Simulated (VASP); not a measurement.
**Lattice constant a of rock-salt alkali halides: LDA against PBE**

VASP (plane waves, PAW); cells keep the symmetry of their structure type. Static lattice, each level at its own minimum.

Here x stands for PBE a and y for LDA less PBE.

```
solid  PBE a (Å)  LDA less PBE (Å)  cut-off (eV)
-----  ---------  ----------------  ------------
LiF        4.069                 ?           520
LiCl       5.150            -0.184           520
KF         5.433            -0.254           520
KCl        6.389            -0.301           520
RbCl       6.704            -0.319           520
KBr        6.713            -0.329           520
KI         7.190            -0.361           520
```

Problem. Using a straight line, estimate the missing y at x = 4.069 from the other rows, showing the fit.

Solution. With u = x - 6.3, the rows have u = -1.1500, -0.8670, 0.0890, 0.4040, 0.4130, 0.8900. Means: u -0.036833, y -0.2913. About the means, the sum of products is -0.24540 and the sum of squares of u is 3.1999; the slope is their ratio. Least squares gives y = -0.2942 - 0.07669·u. Residuals (row less fit): 0.0220, -0.0263, 0.0000, 0.0062, -0.0031, 0.0015; standard error 0.0175 (degrees of freedom: 4). The slope is -0.0767 with a standard error of 0.0098. At the withheld row, u = -2.2310, so y = -0.2942 - 0.07669 × (-2.2310) = -0.1231 Å. The calculation gives -0.155 Å, 0.0319 Å below the prediction (15.5 % of the range of y in the table). The row lies outside the fitted rows, so this is an extrapolation. From the scatter of the fitted rows alone, a prediction at this place has a standard error of 0.0286 Å, so the miss is 1.1 times that.

The rows are a random draw from the solids of this series computed here; series whose standard error about the line passes 12 to 30 % of the range of y, or with no trend, aren't shown in this form.
